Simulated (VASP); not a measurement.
An input for Ansatz (written as the equivalent of a VASP run, and not itself run):

Ansatz 0.2 input:
```yaml
crystal:
  lattice:
    - [2.8872475, 0.0000000, 0.0000000]
    - [-1.4436238, 2.5004300, 0.0000000]
    - [0.0000000, 0.0000000, 5.3548535]
  atoms:
    - { symbol: Ru, position: [1.0000000, 1.0000000, 0.0000000] }
    - { symbol: Ru, position: [1.0000000, 1.0000000, 0.5000000] }
    - { symbol: C, position: [0.3333330, 0.6666670, 0.2500000] }
    - { symbol: C, position: [0.6666670, 0.3333330, 0.7500000] }
kpoints:
  mp_grid: { grid: [11, 11, 5] }
hamiltonian:
  xc: pbesol
  pseudopotentials: { kind: paw }
scf:
  occupations: { method: methfessel_paxton, width: 0.1 }
  max_iter: 100
relax:
  max_steps: 60
  f_tol: 0.02
  cell: {}
output: { forces: true, stress: true, eigenvalues: true }
```

Translate this input to VASP (INCAR, KPOINTS, POSCAR, choice of POTCAR).

One answer among several that fit: 
POSCAR:
```
RuC
1.0
  2.8872475499   0.0000000000   0.0000000000
 -1.4436237749   2.5004299749   0.0000000000
  0.0000000000   0.0000000000   5.3548534681
Ru C
2 2
Cartesian
  1.4436237750   2.5004299749   0.0000000000
  1.4436237750   2.5004299749   2.6774267340
 -0.0000014436   1.6669541501   1.3387133670
  1.4436252186   0.8334758248   4.0161401011
```

### KPOINTS
```
K-points
0
gamma
 11 11 5
```

INCAR:
```
NSW = 60
NELM = 100
SYSTEM = RuC
IBRION = 2   ! conjugate gradients
ISIF = 3   ! ions, shape and volume
LASPH = T
LCHARG = F
SIGMA = 0.1   ! width (eV)
LMAXMIX = 4
ENCUT = 520
EDIFF = 1E-6   ! SCF stop (eV)
ALGO = Normal   ! blocked Davidson
PREC = Accurate
LWAVE = F
LREAL = F
ISMEAR = 1
GGA = PS
EDIFFG = -0.02   ! ionic stop
```

POTCAR, in this order: Ru_pv C (PBE.64 set). Program: vasp_std.

What does not carry over: each code has its own PAW files, so the cut-off isn't converted (ENCUT is set for VASP's; basis.ecutwfc is left out, and Ansatz then takes the one that its files recommend); Ansatz stops its SCF on the density residual and VASP on the energy change (EDIFF).

The structure was generated: RuC was put into the NiAs type type (P6_3/mmc), which need not be its known phase. This run relaxes it. Symmetry was kept, so distortions that lower it aren't found. The start is the result of an earlier pass.
